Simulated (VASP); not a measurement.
A convergence study with VASP on NaI (rock salt): one setting is varied, all else stays as given below, so the limit is that of these other settings.

```
CELL_PARAMETERS angstrom
      0.00000     3.23500     3.23500
      3.23500     0.00000     3.23500
      3.23500     3.23500     0.00000
ATOMIC_POSITIONS crystal
  Na 0.00000 0.00000 0.00000
  I  0.50000 0.50000 0.50000
```

Calculation: PBE GGA, VASP's PBE PAW potentials (set 64) (plane waves; VASP 6.6.1). The tightest run used: 550 eV cut-off, 16×16×16 Γ-centred mesh, Gaussian smearing of 0.050 eV, potentials Na_pv I.

| setting | E (eV/atom) | pressure (GPa) | irreducible k-points |
|---|---|---|---|
| 1×1×1 mesh | 0.0083 | 20.65 | 1 |
| 2×2×2 mesh | -2.4824 | 2.73 | 3 |
| 3×3×3 mesh | -2.6707 | 0.78 | 4 |
| 4×4×4 mesh | -2.6896 | 0.51 | 8 |

### Question
These are the cheaper rows. Estimate the results at 16×16×16 mesh, and how far the last row shown lies from them.

### Answer

```tsv
quantity	tightest run	last row shown is off by
E (eV/atom)	-2.6924	0.0029
pressure (GPa)	0.46	0.05
```

Left out are rungs that failed or repeat a setting and relaxations that didn't move; long series are thinned to 24 rows.

The compound is NaI in the rock salt structure. The cell was not relaxed at this level.
